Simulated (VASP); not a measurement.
Given:

```yaml
crystal:
  lattice:
    - [0.00000, 2.68849, 2.68849]
    - [2.68849, 0.00000, 2.68849]
    - [2.68849, 2.68849, 0.00000]
  atoms:
    - { symbol: Co, position: [0.00000, 0.00000, 0.00000] }
    - { symbol: Si, position: [0.25000, 0.25000, 0.25000] }
    - { symbol: Si, position: [0.75000, 0.75000, 0.75000] }
```

These are revPBE GGA, VASP's PBE PAW potentials (set 64) (plane waves; VASP 6.6.1) values and carry that method's errors. Run with 520 eV cut-off, Gaussian smearing of 0.050 eV, potentials Co Si.

Question: What does the run give for the band gap (along the path) with the smallest direct gap where there is one?

Answer: 
```
Quantity                                                      Value
-------------------------  ----------------------------------------
band gap (along the path)  none (metal, semimetal or under 0.01 eV)
```

Total energies compare only between runs with the same potentials, cut-off and functional.

The compound is CoSi2 in the fluorite structure. It was relaxed first. The run is not spin-polarised, so no magnetic state was tried. The electron count is odd and the run is not spin-polarised, which forces a metal.
